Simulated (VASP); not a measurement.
VASP ran on this input.

File POSCAR:
```
Mg2Ge
1
   -0.0000000000     3.1889971316     3.1889971316
    3.1889971316     0.0000000000     3.1889971316
    3.1889971316     3.1889971316    -0.0000000000
Mg Ge
2 1
Direct
  0.2500000000   0.2500000000   0.2500000000
  0.7500000000   0.7500000000   0.7500000000
  1.0000000000   1.0000000000   0.0000000000
```

**KPOINTS**
```
Automatic mesh
0
Gamma
6 6 6
0 0 0
```

### INCAR
```
AGGAC  =  0.0
ALGO  =  Normal
EDIFF  =  1E-6
EDIFFG  =  -0.02
ENCUT  =  520
GGA  =  MK
IBRION  =  2
ISIF  =  3
ISMEAR  =  0
LASPH  =  T
LCHARG  =  F
LMAXMIX  =  4
LREAL  =  F
LUSE_VDW  =  T
LWAVE  =  F
NELM  =  100
NSW  =  60
PARAM1  =  0.1234568
PARAM2  =  0.7114
PREC  =  Accurate
SIGMA  =  0.05
SYSTEM  =  Mg2Ge
ZAB_VDW  =  -1.8867
```

POTCAR, in this order: Mg Ge_d (PBE.64 set). Program: vasp_std.

**Question.** Write an equivalent input for Quantum ESPRESSO's pw.x.

**Answer.** One equivalent input (not run):
```
&CONTROL
  calculation = 'vc-relax'
  pseudo_dir = './pseudo'
  outdir = './out'
  tprnfor = .true.
  tstress = .true.
  nstep = 60
  forc_conv_thr = 0.00078
/
&SYSTEM
  ibrav = 0
  nat = 3
  ntyp = 2
  ecutwfc = 84
  occupations = 'smearing'
  smearing = 'gaussian'
  degauss = 0.003675
  input_dft = 'vdw-df2-b86r'
/
&ELECTRONS
  conv_thr = 7.3e-08
  electron_maxstep = 100
/
&IONS
/
&CELL
/
ATOMIC_SPECIES
  Mg 24.305 Mg.upf
  Ge 72.630 Ge.upf
CELL_PARAMETERS angstrom
    -0.0000000    3.1889971    3.1889971
     3.1889971    0.0000000    3.1889971
     3.1889971    3.1889971   -0.0000000
ATOMIC_POSITIONS crystal
  Mg   0.2500000  0.2500000  0.2500000
  Mg   0.7500000  0.7500000  0.7500000
  Ge   1.0000000  1.0000000  0.0000000
K_POINTS automatic
  6 6 6 0 0 0
```
Limits of the translation: the potentials are each code's own (VASP's PAW set, PseudoDojo norm-conserving files in pw.x), so ENCUT and ecutwfc are chosen apart and not converted; conv_thr bounds pw.x's estimated SCF error, while EDIFF bounds the energy change between steps; forc_conv_thr acts on force components and is met together with etot_conv_thr.

The compound is Mg2Ge in the antifluorite structure. It was relaxed first. The start is the result of an earlier pass.
